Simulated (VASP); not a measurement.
**Ti: relaxation of cell and atoms with r2SCAN**

Ti:

```
Ti
1.0
     2.95000    0.00000    0.00000
    -1.47500    2.55477    0.00000
     0.00000    0.00000    4.68000
Ti
2
Direct
  0.33333 0.66667 0.25000
  0.66667 0.33333 0.75000
```

```json
{"Program": "VASP 6.6.1", "Task": "relaxation of cell and atoms", "Functional": "r2SCAN", "Potentials or basis": "VASP PAW PBE potentials, release 64 (Ti_sv)", "Cutoff": "600 eV", "k mesh": "18 × 18 × 9", "Occupations": "methfessel-paxton, width 0.1 eV", "Spin": "no spin polarisation", "Further INCAR settings": "ALGO = Normal; EDIFF = 1e-06; IBRION = 2; EDIFFG = -0.01; NSW = 90; ISIF = 3"}
```

The relaxed volume is 17.36 Å³/atom. The relaxed cell is a = 2.938 Å, b = 2.938 Å, c = 4.646 Å, α = 90.00°, β = 90.00°, γ = 120.00°, the space group after relaxing (to 0.05 Å) is P6_3/mmc (No. 194) and the energy gained by relaxing is 1.6 meV/atom. The ionic steps are 5. The pressure after relaxing is 0.0 GPa and the band gap on the k mesh is none (metal or under the smearing width).

Stress tensor (GPa, compression positive):
```
 0.09  0.00  0.00
 0.00  0.09  0.00
 0.00  0.00 -0.07
```

The path:
| step | energy change (eV) | largest force (eV/Å) | pressure (GPa) | volume (Å³) |
| --- | --- | --- | --- | --- |
| 1 | 0.0000 | 0.0000 | -1.75 | 35.27 |
| 2 | -0.0010 | 0.0000 | 1.50 | 34.29 |
| 3 | -0.0030 | 0.0000 | 0.00 | 34.73 |
| 4 | -0.0030 | 0.0000 | 0.05 | 34.72 |
| 5 | -0.0031 | 0.0000 | 0.04 | 34.72 |

Final structure:
```cif
data_structure
_symmetry_space_group_name_H-M 'P 1'
_symmetry_Int_Tables_number 1
_cell_length_a 2.9377
_cell_length_b 2.9377
_cell_length_c 4.6457
_cell_angle_alpha 90.000
_cell_angle_beta 90.000
_cell_angle_gamma 120.000
_cell_volume 34.72
loop_
_atom_site_label
_atom_site_type_symbol
_atom_site_fract_x
_atom_site_fract_y
_atom_site_fract_z
_atom_site_occupancy
Ti1 Ti 0.33333 0.66667 0.25000 1
Ti2 Ti 0.66667 0.33333 0.75000 1
```

Levels at points of the mesh, in eV from the Fermi level:
| k point | band 9 | band 10 | band 11 | band 12 | band 13 | band 14 | band 15 | band 16 |
| --- | --- | --- | --- | --- | --- | --- | --- | --- |
| (0.00, 0.00, 0.00) | -6.63 | -2.87 | 0.57 | 0.86 | 0.86 | 0.97 | 1.39 | 1.39 |
| (0.50, 0.00, 0.00) | -2.53 | -2.29 | -1.95 | -0.85 | 0.60 | 0.69 | 1.26 | 3.53 |

It took 14 min on 1 thread of Intel(R) Xeon(R) Platinum 8488C (Sapphire Rapids), with other jobs on the host, peak memory 0.25 GiB.

Caveat: the PAW data sets were made with another functional, which shifts forces and pressure a little.
